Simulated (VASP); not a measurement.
A VASP calculation is set up with these files.

### INCAR
```
SYSTEM = PbO
PREC = Accurate
ENCUT = 400
EDIFF = 1E-6
NELM = 100
ALGO = Normal
LREAL = .FALSE.
LASPH = .TRUE.
ISMEAR = -1
SIGMA = 0.05
GGA = PE
LMAXMIX = 4
LWAVE = .FALSE.
LCHARG = .FALSE.
ISIF = 2
```

### KPOINTS
```
Automatic mesh
0
gamma
  6 6 5
```

### POSCAR
```
PbO
1
    3.9800000000     0.0000000000     0.0000000000
    0.0000000000     3.9800000000     0.0000000000
    0.0000000000     0.0000000000     5.0200000000
Pb O
2 2
Direct
  0.5000000000   0.0000000000   0.7650000000
  0.0000000000   0.5000000000   0.2350000000
  0.5000000000   0.5000000000   0.0000000000
  0.0000000000   0.0000000000   0.0000000000
```

POTCAR, in this order: Pb_d O (PBE.64 set). Program: vasp_std.

Question: Translate this PBE calculation to Ansatz.

Answer: One equivalent input (not run):
Ansatz 0.2 input:
```yaml
crystal:
  lattice:
    - [3.9800000, 0.0000000, 0.0000000]
    - [0.0000000, 3.9800000, 0.0000000]
    - [0.0000000, 0.0000000, 5.0200000]
  atoms:
    - { symbol: Pb, position: [0.5000000, 0.0000000, 0.7650000] }
    - { symbol: Pb, position: [0.0000000, 0.5000000, 0.2350000] }
    - { symbol: O, position: [0.5000000, 0.5000000, 0.0000000] }
    - { symbol: O, position: [0.0000000, 0.0000000, 0.0000000] }
kpoints:
  mp_grid: { grid: [6, 6, 5] }
hamiltonian:
  xc: pbe
  pseudopotentials: { kind: paw }
scf:
  occupations: { method: fermi_dirac, width: 0.05 }
  max_iter: 100
output: { forces: true, stress: true, eigenvalues: true }
```
The two are equivalent in intent, not identical: each code has its own PAW files, so the cut-off isn't converted (ENCUT is set for VASP's; basis.ecutwfc is left out, and Ansatz then takes the one that its files recommend); Ansatz stops its SCF on the density residual and VASP on the energy change (EDIFF).

The structure is a typed PbO crystal (P4/nmm). The cell was not relaxed at this level.
